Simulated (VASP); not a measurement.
# MnSi: convergence with the SCF threshold and PAW data sets

A convergence test on MnSi: the SCF threshold and PAW data sets. The series runs use PBE. The SCF threshold tried: EDIFF = 0.01; EDIFF = 0.001; EDIFF = 1E-04; EDIFF = 1E-05; EDIFF = 1E-06; EDIFF = 1E-08. The PAW data sets tried: minimal 64: Mn Si; recommended 64: Mn_pv Si; recommended 54: Mn_pv Si; semicore 64: Mn_sv Si; gw 64: Mn_sv_GW Si_GW. The start is a cell from a database of measured crystal structures.

Calculated with VASP 6.6.1; PBE, spin-polarised from a ferromagnetic start; plane waves and PAW (Mn_pv, Si), in the first sound run; inputs show where later runs differ.

The database entry behind the starting cell differs from later determinations by our own check (0.1 to 0.3 % short, probably kX units), so it need not match the best structure at ambient conditions.

## Step 1: The starting structure

Symmetry: P2_13, No. 198, cubic system. Conventional cell: a = 4.548 Å, b = 4.548 Å, c = 4.548 Å, α = 90.00°, β = 90.00°, γ = 90.00°. Nearest to Mn lie 7 Si at 2.30 to 2.53 Å. Nearest to Si lie 7 Mn at 2.30 to 2.53 Å. Farther neighbours are not listed.

## Step 2: SCF threshold: EDIFF = 0.01

EDIFF stops the electronic loop; forces need it tighter than energies do. PBE, the usual starting point, adds the gradient of the density.

INCAR

```
SYSTEM = MnSi
PREC = Accurate
ENCUT = 400
EDIFF = 0.01
NELM = 100
ISMEAR = -1
SIGMA = 0.05
LREAL = .FALSE.
ALGO = Normal
GGA = PE
NBANDS = 56
ISPIN = 2
MAGMOM = 4 4 4 4 0 0 0 0
LASPH = .TRUE.
LMAXMIX = 4
LORBIT = 11
LWAVE = .FALSE.
LCHARG = .FALSE.
KPAR = 8
ISIF = 2
```

POSCAR

```
MnSi
1.0
    4.5480000000      0.0000000000      0.0000000000
    0.0000000000      4.5480000000      0.0000000000
    0.0000000000      0.0000000000      4.5480000000
Mn Si
4 4
Direct
    0.1380000000      0.1380000000      0.1380000000
    0.3620000000      0.8620000000      0.6380000000
    0.6380000000      0.3620000000      0.8620000000
    0.8620000000      0.6380000000      0.3620000000
    0.8460000000      0.8460000000      0.8460000000
    0.6540000000      0.1540000000      0.3460000000
    0.3460000000      0.6540000000      0.1540000000
    0.1540000000      0.3460000000      0.6540000000
```

KPOINTS

```
Automatic mesh
0
Gamma
5 5 5
0 0 0
```

Potentials, in the order of the species: Mn_pv and Si (PBE family, release 64).

The run is started by

```
mpirun -np 8 vasp_std
```

The log of the run:

```text
[banner, memory and clock lines left out]
running    8 mpi-ranks, on    1 nodes
 distrk:  each k-point on    1 cores,    8 groups
 distr:  one band on    1 cores,    1 groups

 POSCAR found type information on POSCAR MnSi
 POSCAR found :  2 types and       8 ions
|                                                                             |
|           W    W    AA    RRRRR   N    N  II  N    N   GGGG   !!!           |
|           W    W   A  A   R    R  NN   N  II  NN   N  G    G  !!!           |
|           W    W  A    A  R    R  N N  N  II  N N  N  G       !!!           |
|           W WW W  AAAAAA  RRRRR   N  N N  II  N  N N  G  GGG   !            |
|           WW  WW  A    A  R   R   N   NN  II  N   NN  G    G                |
|           W    W  A    A  R    R  N    N  II  N    N   GGGG   !!!           |
|                                                                             |
|     For optimal performance we recommend to set                             |
|       NCORE = 2 up to number-of-cores-per-socket                            |
|     NCORE specifies how many cores store one orbital (NPAR=cpu/NCORE).      |
|     This setting can greatly improve the performance of VASP for DFT.       |
|     The default, NCORE=1 might be grossly inefficient on modern             |
|     multi-core architectures or massively parallel machines. Do your        |
|     Unfortunately you need to use the default for GW and RPA                |
|     calculations (for HF NCORE is supported but not extensively tested      |
|     yet).                                                                   |
|                                                                             |

 LDA part: xc-table for (Slater+PW92), standard interpolation
 POSCAR, INCAR and KPOINTS ok, starting setup
 FFT: planning ... GRIDC
 FFT: planning ... GRID_SOFT
 FFT: planning ... GRID
 WAVECAR not read
 entering main loop
       N       E                     dE             d eps       ncg     rms          rms(c)
DAV:   1     0.708155635932E+03    0.70816E+03   -0.29846E+04  2480   0.121E+03
DAV:   2    -0.141168520354E+02   -0.72227E+03   -0.67645E+03  2472   0.393E+02
DAV:   3    -0.648434935008E+02   -0.50727E+02   -0.48921E+02  2712   0.116E+02
DAV:   4    -0.658950885323E+02   -0.10516E+01   -0.10468E+01  2808   0.167E+01
DAV:   5    -0.659110820747E+02   -0.15994E-01   -0.15992E-01  2712   0.222E+00    0.405E+01
DAV:   6    -0.673800786633E+02   -0.14690E+01   -0.51440E+01  2672   0.635E+01    0.276E+01
DAV:   7    -0.616300937344E+02    0.57500E+01   -0.26675E+01  2680   0.427E+01    0.968E+00
DAV:   8    -0.614238064327E+02    0.20629E+00   -0.13078E+00  2800   0.706E+00    0.390E+00
DAV:   9    -0.614155335886E+02    0.82728E-02   -0.15250E-01  2736   0.256E+00    0.164E+00
DAV:  10    -0.614154154638E+02    0.11812E-03   -0.16317E-02  1936   0.804E-01
   1 F= -.61415415E+02 E0= -.61398502E+02  d E =-.338272E-01  mag=     3.9222
```

It took 15 s on 8 MPI ranks of Intel Xeon Platinum 8259CL at 2.50GHz (Skylake/Cascade Lake), shared host; peak memory 1.8 GiB.

Lines that name or quote the potential files are left out of all logs, and their timing lines are given in words.

Parts of OUTCAR (step 2):

```text
ion  position               nearest neighbor table
   1  0.138  0.138  0.138-   5 2.30   6 2.40   7 2.40   8 2.40   7 2.53   8 2.53   6 2.53   3 2.79
                             4 2.79   2 2.79   2 2.79   4 2.79   3 2.79
   2  0.362  0.862  0.638-   6 2.30   5 2.40   7 2.40   8 2.40   7 2.53   8 2.53   5 2.53   1 2.79
                             1 2.79   3 2.79   3 2.79   4 2.79   4 2.79
   3  0.638  0.362  0.862-   7 2.30   6 2.40   5 2.40   8 2.40   8 2.53   6 2.53   5 2.53   1 2.79
                             4 2.79   2 2.79   2 2.79   4 2.79   1 2.79
   4  0.862  0.638  0.362-   8 2.30   6 2.40   7 2.40   5 2.40   6 2.53   5 2.53   7 2.53   1 2.79
                             3 2.79   2 2.79   1 2.79   2 2.79   3 2.79
   5  0.846  0.846  0.846-   1 2.30   2 2.40   3 2.40   4 2.40   3 2.53   4 2.53   2 2.53   6 2.81
                             7 2.81   8 2.81   6 2.81   8 2.81   7 2.81
   6  0.654  0.154  0.346-   2 2.30   1 2.40   3 2.40   4 2.40   3 2.53   4 2.53   1 2.53   8 2.81
                             5 2.81   5 2.81   7 2.81   7 2.81   8 2.81
   7  0.346  0.654  0.154-   3 2.30   2 2.40   1 2.40   4 2.40   4 2.53   2 2.53   1 2.53   8 2.81
                             5 2.81   8 2.81   6 2.81   6 2.81   5 2.81
   8  0.154  0.346  0.654-   4 2.30   2 2.40   3 2.40   1 2.40   2 2.53   1 2.53   3 2.53   7 2.81
                             5 2.81   7 2.81   5 2.81   6 2.81   6 2.81

  LATTYP: Found a simple cubic cell.
 ALAT       =     4.5480000000

 Subroutine GETGRP returns: Found 12 space group operations
 (whereof  3 operations were pure point group operations)

The static configuration has the point symmetry C_3 .
 The point group associated with its full space group is T   .

 Found     11 irreducible k-points:

   k-points           NKPTS =     11   k-points in BZ     NKDIM =     11   number of bands    NBANDS=     56

   dimension x,y,z NGX =    30 NGY =   30 NGZ =   30
   dimension x,y,z NGXF=    60 NGYF=   60 NGZF=   60

   ENCUT  =  400.0 eV  29.40 Ry    5.42 a.u.   7.42  7.42  7.42*2*pi/ulx,y,z

   NELECT =      68.0000    total number of electrons

 k-points in reciprocal lattice and weights: Automatic mesh
   0.00000000  0.00000000  0.00000000       0.008
   0.20000000  0.00000000  0.00000000       0.048
   0.40000000  0.00000000  0.00000000       0.048
   0.20000000  0.20000000  0.00000000       0.096
   0.40000000  0.20000000  0.00000000       0.096
  -0.20000000  0.40000000  0.00000000       0.096
   0.40000000  0.40000000  0.00000000       0.096
   0.20000000  0.20000000  0.20000000       0.064
   0.40000000  0.20000000  0.20000000       0.192
   0.40000000  0.40000000  0.20000000       0.192
   0.40000000  0.40000000  0.40000000       0.064

 average (electrostatic) potential at core
       1 -63.6532       2 -63.6532       3 -63.6532       4 -63.6532       5 -78.4024
       6 -78.4024       7 -78.4024       8 -78.4024

 E-fermi :  10.8798

 spin component 1
 k-point     1 :       0.0000    0.0000    0.0000
  band No.  band energies     occupation
    ...
     32      10.5047      0.99945
     33      10.5047      0.99945
     34      10.5047      0.99945
     35      10.5671      0.99808
     36      10.5671      0.99808
     37      11.6090      0.00000
     38      11.6090      0.00000
     39      11.6090      0.00000
     40      13.7518      0.00000
     41      13.7518      0.00000
    ...

 k-point     2 :       0.2000    0.0000    0.0000
  band No.  band energies     occupation
    ...
     32      10.1833      1.00000
     33      10.2924      0.99999
     34      10.4944      0.99955
     35      10.5806      0.99749
     36      10.8285      0.73601
     37      11.3050      0.00020
     38      11.5105      0.00000
     39      12.1579      0.00000
     40      13.1495      0.00000
     41      13.4047      0.00000
    ...

 k-point     3 :       0.4000    0.0000    0.0000
  band No.  band energies     occupation
    ...
     32       9.7792      1.00000
     33      10.2406      1.00000
     34      10.3370      0.99998
     35      10.6709      0.98489
     36      10.8213      0.76315
     37      11.1205      0.00805
     38      11.2613      0.00049
     39      12.5302      0.00000
     40      12.8569      0.00000
     41      12.9415      0.00000
    ...

 k-point     4 :       0.2000    0.2000    0.0000
  band No.  band energies     occupation
    ...
     32      10.1356      1.00000
     33      10.1932      1.00000
     34      10.3426      0.99998
     35      10.5216      0.99923
     36      10.8054      0.81569
     37      11.1750      0.00272
     38      11.5560      0.00000
     39      12.2291      0.00000
     40      13.1175      0.00000
     41      13.2969      0.00000
    ...

 k-point     5 :       0.4000    0.2000    0.0000
  band No.  band energies     occupation
    ...
     32       9.8027      1.00000
     33      10.1434      1.00000
     34      10.1614      1.00000
     35      10.5200      0.99925
     36      10.6695      0.98530
     37      11.1320      0.00640
     38      11.3393      0.00010
     39      12.6073      0.00000
     40      12.9243      0.00000
     41      13.1827      0.00000
    ...

 k-point     6 :      -0.2000    0.4000    0.0000
  band No.  band energies     occupation
    ...
     32       9.8117      1.00000
     33      10.1237      1.00000
     34      10.1677      1.00000
     35      10.5441      0.99879
     36      10.6992      0.97369
     37      11.1481      0.00465
     38      11.3823      0.00004
     39      12.4080      0.00000
     40      12.8061      0.00000
     41      13.3144      0.00000
    ...

  Total       -4.7905801     -4.7905801     -4.7905801      0.0000000      0.0000000      0.0000000
  in kB      -81.5900735    -81.5900735    -81.5900735      0.0000000      0.0000000      0.0000000
  external PRESSURE =     -81.5900735 kB  Pullay stress =       0.0000000 kB

  energy-cutoff  :      400.00
  volume of cell :       94.07
      direct lattice vectors                 reciprocal lattice vectors
     4.548000000  0.000000000  0.000000000     0.219876869  0.000000000  0.000000000
     0.000000000  4.548000000  0.000000000     0.000000000  0.219876869  0.000000000
     0.000000000  0.000000000  4.548000000     0.000000000  0.000000000  0.219876869

 POSITION                                       TOTAL-FORCE (eV/Angst)
 -----------------------------------------------------------------------------------
      0.62762      0.62762      0.62762        -0.144298     -0.144298     -0.144298
      1.64638      3.92038      2.90162         0.144298      0.144298     -0.144298
      2.90162      1.64638      3.92038        -0.144298      0.144298      0.144298
      3.92038      2.90162      1.64638         0.144298     -0.144298      0.144298
      3.84761      3.84761      3.84761        -0.054044     -0.054044     -0.054044
      2.97439      0.70039      1.57361         0.054044      0.054044     -0.054044
      1.57361      2.97439      0.70039        -0.054044      0.054044      0.054044
      0.70039      1.57361      2.97439         0.054044     -0.054044      0.054044
 -----------------------------------------------------------------------------------
    total drift:                                0.000003      0.000005      0.000000

  FREE ENERGIE OF THE ION-ELECTRON SYSTEM (eV)
  ---------------------------------------------------
  free  energy   TOTEN  =       -61.4154154638 eV

  energy  without entropy=      -61.3815882424  energy(sigma->0) =      -61.39850185

 total charge
# of ion       s       p       d       tot
------------------------------------------
    1        0.327   6.374   5.265  11.967
    2        0.327   6.374   5.265  11.967
    3        0.327   6.374   5.265  11.967
    4        0.327   6.374   5.265  11.967
    5        0.742   0.892   0.000   1.634
    6        0.742   0.892   0.000   1.634
    7        0.742   0.892   0.000   1.634
    8        0.742   0.892   0.000   1.634
--------------------------------------------------
tot          4.278  29.064  21.060  54.402

 magnetization (x)
# of ion       s       p       d       tot
------------------------------------------
    1        0.001   0.007   1.032   1.039
    2        0.001   0.007   1.032   1.039
    3        0.001   0.007   1.032   1.039
    4        0.001   0.007   1.032   1.039
    5       -0.013  -0.037   0.000  -0.050
    6       -0.013  -0.037   0.000  -0.050
    7       -0.013  -0.037   0.000  -0.050
    8       -0.013  -0.037   0.000  -0.050
--------------------------------------------------
tot         -0.049  -0.121   4.128   3.958

[... 6 further parts left out ...]
```

The magnetic state follows from one typed start and may not be the lowest. The k-mesh is coarse for a metal.

Numbers from this step:

| Property | Result |
| --- | --- |
| SCF cycles | 10 |
| electrons | 68 |
| bands | 56 |
| irreducible k-points | 11 |
| symmetry operations | 12 |
| free energy (TOTEN) | -61.4154 eV |
| energy at zero smearing | -61.3985 eV |
| Fermi energy | 10.88 eV |
| pressure | -8.159 GPa |
| moment of the cell, from the last line of the log | 3.922 μB |
| metallic | yes |

Spin moment in the PAW sphere by atom:

```csv
atom,spin moment in the PAW sphere (μB)
Mn1,1.04
Mn2,1.04
Mn3,1.04
Mn4,1.04
Si5,-0.05
Si6,-0.05
Si7,-0.05
Si8,-0.05
```

The series starts at -7.6748 eV an atom and -8.16 GPa, after 10 cycles in 15 s.

## Step 3: SCF threshold: EDIFF = 0.001

INCAR: that of step 2 with these lines changed.

```diff
@@ -3,3 +3,3 @@
 ENCUT = 400
-EDIFF = 0.01
+EDIFF = 0.001
 NELM = 100
```

POSCAR is that of step 2.

KPOINTS is that of step 2.

The run is started by

```
mpirun -np 8 vasp_std
```

The log of the run:

```text
[banner, memory and clock lines left out]
running    8 mpi-ranks, on    1 nodes
[...]
[... a notice as in an earlier step ...]

 LDA part: xc-table for (Slater+PW92), standard interpolation
 POSCAR, INCAR and KPOINTS ok, starting setup
[...]
entering main loop
       N       E                     dE             d eps       ncg     rms          rms(c)
[... 8 cycles as in an earlier step ...]
DAV:   9    -0.614155722272E+02    0.82342E-02   -0.15289E-01  2832   0.256E+00    0.164E+00
DAV:  10    -0.614154924882E+02    0.79739E-04   -0.16877E-02  2648   0.795E-01    0.719E-01
DAV:  11    -0.614159101763E+02   -0.41769E-03   -0.31020E-03  2256   0.301E-01
   1 F= -.61415910E+02 E0= -.61399111E+02  d E =-.335981E-01  mag=     3.9076
```

Run time: 19 s. Hardware: 8 MPI ranks; peak memory 1.8 GiB; 2 min of CPU time.

OUTCAR, selected parts (step 3):

```text
  Total       -3.5914989     -3.5914989     -3.5914989      0.0000000      0.0000000      0.0000000
  in kB      -61.1680942    -61.1680942    -61.1680942      0.0000000      0.0000000      0.0000000
  external PRESSURE =     -61.1680942 kB  Pullay stress =       0.0000000 kB

 POSITION                                       TOTAL-FORCE (eV/Angst)
 -----------------------------------------------------------------------------------
      0.62762      0.62762      0.62762        -0.138847     -0.138847     -0.138847
      1.64638      3.92038      2.90162         0.138847      0.138847     -0.138847
      2.90162      1.64638      3.92038        -0.138847      0.138847      0.138847
      3.92038      2.90162      1.64638         0.138847     -0.138847      0.138847
      3.84761      3.84761      3.84761        -0.054928     -0.054928     -0.054928
      2.97439      0.70039      1.57361         0.054928      0.054928     -0.054928
      1.57361      2.97439      0.70039        -0.054928      0.054928      0.054928
      0.70039      1.57361      2.97439         0.054928     -0.054928      0.054928
 -----------------------------------------------------------------------------------
    total drift:                                0.000003      0.000005      0.000000

  FREE ENERGIE OF THE ION-ELECTRON SYSTEM (eV)
  ---------------------------------------------------
  free  energy   TOTEN  =       -61.4159101763 eV

  energy  without entropy=      -61.3823120571  energy(sigma->0) =      -61.39911112

 magnetization (x)
# of ion       s       p       d       tot
------------------------------------------
    1        0.001   0.006   1.034   1.041
    2        0.001   0.006   1.034   1.041
    3        0.001   0.006   1.034   1.041
    4        0.001   0.006   1.034   1.041
    5       -0.013  -0.037   0.000  -0.050
    6       -0.013  -0.037   0.000  -0.050
    7       -0.013  -0.037   0.000  -0.050
    8       -0.013  -0.037   0.000  -0.050
--------------------------------------------------
tot         -0.050  -0.122   4.137   3.965

[... 2 parts as in an earlier step ...]

[... 1 further part left out ...]
[key lines of the parts left out:]
E-fermi :  10.8734
```

Against the run before the energy moves by -0.08 meV an atom and the pressure by +2.04 GPa, after 11 cycles in 19 s.

## Step 4: SCF threshold: EDIFF = 1E-04

INCAR: that of step 3 with these lines changed.

```diff
@@ -3,3 +3,3 @@
 ENCUT = 400
-EDIFF = 0.001
+EDIFF = 1E-04
 NELM = 100
```

POSCAR is that of step 3.

KPOINTS is that of step 3.

The run is started by

```
mpirun -np 8 vasp_std
```

The log of the run:

```text
[... set-up lines as in an earlier step ...]
 entering main loop
       N       E                     dE             d eps       ncg     rms          rms(c)
[... 9 cycles as in an earlier step ...]
DAV:  10    -0.614154941161E+02    0.78111E-04   -0.16893E-02  2736   0.795E-01    0.719E-01
DAV:  11    -0.614159146210E+02   -0.42050E-03   -0.31470E-03  2704   0.300E-01    0.259E-01
DAV:  12    -0.614159027274E+02    0.11894E-04   -0.36584E-04  2504   0.117E-01
   1 F= -.61415903E+02 E0= -.61399146E+02  d E =-.335130E-01  mag=     3.9146
```

Elapsed: 20 s, on 8 MPI ranks; peak memory 1.8 GiB.

Parts of OUTCAR (step 4):

```text
  Total       -2.9394408     -2.9394408     -2.9394408     -0.0000000     -0.0000000      0.0000000
  in kB      -50.0626604    -50.0626604    -50.0626604     -0.0000000     -0.0000000      0.0000000
  external PRESSURE =     -50.0626604 kB  Pullay stress =       0.0000000 kB

 POSITION                                       TOTAL-FORCE (eV/Angst)
 -----------------------------------------------------------------------------------
      0.62762      0.62762      0.62762        -0.138161     -0.138161     -0.138161
      1.64638      3.92038      2.90162         0.138161      0.138161     -0.138161
      2.90162      1.64638      3.92038        -0.138161      0.138161      0.138161
      3.92038      2.90162      1.64638         0.138161     -0.138161      0.138161
      3.84761      3.84761      3.84761        -0.055618     -0.055618     -0.055618
      2.97439      0.70039      1.57361         0.055618      0.055618     -0.055618
      1.57361      2.97439      0.70039        -0.055618      0.055618      0.055618
      0.70039      1.57361      2.97439         0.055618     -0.055618      0.055618
 -----------------------------------------------------------------------------------
    total drift:                                0.000003      0.000005      0.000000

  FREE ENERGIE OF THE ION-ELECTRON SYSTEM (eV)
  ---------------------------------------------------
  free  energy   TOTEN  =       -61.4159027274 eV

  energy  without entropy=      -61.3823897226  energy(sigma->0) =      -61.39914622

 magnetization (x)
# of ion       s       p       d       tot
------------------------------------------
    1        0.001   0.006   1.037   1.044
    2        0.001   0.006   1.037   1.044
    3        0.001   0.006   1.037   1.044
    4        0.001   0.006   1.037   1.044
    5       -0.013  -0.037   0.000  -0.051
    6       -0.013  -0.037   0.000  -0.051
    7       -0.013  -0.037   0.000  -0.051
    8       -0.013  -0.037   0.000  -0.051
--------------------------------------------------
tot         -0.050  -0.124   4.148   3.974

[... 2 parts as in an earlier step ...]

[... 1 further part left out ...]
[key lines of the parts left out:]
E-fermi :  10.8688
```

Against the run before the energy stays within 0.01 meV an atom; the pressure moves by +1.11 GPa, after 12 cycles in 20 s.

(Part 1 of 3 ends here.)

[Lines on the potential files, build, host, timing and source positions are cut from VASP's logs without a mark.]

[Logs are printed without paths, hosts, clocks, repeated set-up lines and the standing remarks that a program may print on its own settings, such as how far it seeks lower states.]

[Hosts, paths, dates, database ids (printed as entryN), source tags and the programs' standing remarks are cut or masked in the printed files.]

[A measured line is paired with the nearest computed mode of its activity, which favours agreement.]
